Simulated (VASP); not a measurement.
Hf3SnS4:

```
Hf Sn S
1.0
     3.72213    0.03217    0.04083
    -1.83320    3.10045   -0.02156
     0.19779   -0.00639   17.78009
Hf Sn S
3 1 4
Direct
  0.67866 0.32707 0.00451
  0.31234 0.65674 0.37444
  0.33728 0.65352 0.63156
  0.01648 0.00429 0.49944
  0.00532 0.01830 0.92049
  0.35828 0.68153 0.08473
  0.67452 0.34921 0.29359
  0.67565 0.34470 0.70455
```

The cell was built by a generator and needn't be a form met in nature.

* Program: VASP 6.6.1
* Task: relaxation of cell and atoms
* Functional: PBE
* Potentials or basis: VASP PAW PBE potentials, release 64 (Hf_pv, Sn_d, S)
* Cutoff: 520 eV
* k mesh: 7 × 7 × 2
* Occupations: gaussian, width 0.15 eV
* Spin: no spin polarisation

At the start: pressure -2.5 GPa; volume 25.78 Å³/atom.

Where does the relaxation end?

Over 16 steps the energy falls by 31.8 meV/atom and the volume is 24.69 Å³/atom (-4.2 %); space group Cm (No. 8, to 0.05 Å).

The path:
```
step  energy change (eV)  largest force (eV/Å)  pressure (GPa)  volume (Å³)
   1              0.0000                1.0002           -2.49       206.21
   2             -0.1528                0.7283            2.59       194.44
   3             -0.1764                0.7472            1.07       197.41
   4             -0.2256                0.3947           -0.46       199.12
   5             -0.2267                0.4016           -0.29       198.89
   6             -0.2432                0.1541           -0.14       198.02
   7             -0.2467                0.1586           -0.04       197.46
   8             -0.2509                0.0725            0.13       197.10
   9             -0.2513                0.0802            0.16       196.97
  10             -0.2506                0.1344            0.31       196.71
  11             -0.2513                0.0939            0.23       196.90
  12             -0.2531                0.0812           -0.23       197.74
  13             -0.2531                0.0774           -0.17       197.65
  14             -0.2541                0.0481            0.07       197.25
  15             -0.2542                0.0407            0.05       197.34
  16             -0.2544                0.0237            0.03       197.48
```

Final structure:
```xyz
8
Lattice="3.6164 -0.0011 -0.0093 -1.8085 3.1352 0.0088 -0.0429 0.0237 17.4210" Properties=species:S:1:pos:R:3 pbc="T T T"
Hf    1.8405    1.0756    0.0527
Hf   -0.0246    2.1099    6.5294
Hf   -0.0037    2.1069   10.9211
Sn   -0.0052    0.0177    8.7232
S    -0.0121    0.0533   16.0181
S     0.0378    2.1154    1.5178
S     1.7806    1.0613    5.1498
S     1.8072    1.0563   12.2916
```
